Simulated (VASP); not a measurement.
Data:

```
CELL_PARAMETERS angstrom
      0.00000     2.82252     2.82252
      2.82252     0.00000     2.82252
      2.82252     2.82252     0.00000
ATOMIC_POSITIONS crystal
  Na 0.00000 0.00000 0.00000
  Cl 0.50000 0.50000 0.50000
```

Computed with PBE GGA with D3 dispersion (zero damping), VASP's PBE PAW potentials (set 64) (plane waves; VASP). Settings: 520 eV cut-off, 9×9×9 Γ-centred mesh, tetrahedra with Blöchl corrections, potentials Na_pv Cl.

### Question
Estimate the energy per atom (σ→0), band gap (on the k-mesh) with the smallest direct gap where there is one.

### Answer

```json
{
  "band gap (on the k-mesh)": "5.10 eV",
  "smallest direct gap (on the k-mesh)": "5.10 eV",
  "energy per atom (σ→0)": "-3.591 eV/atom"
}
```

The compound is NaCl in the rock salt structure. It was relaxed first.
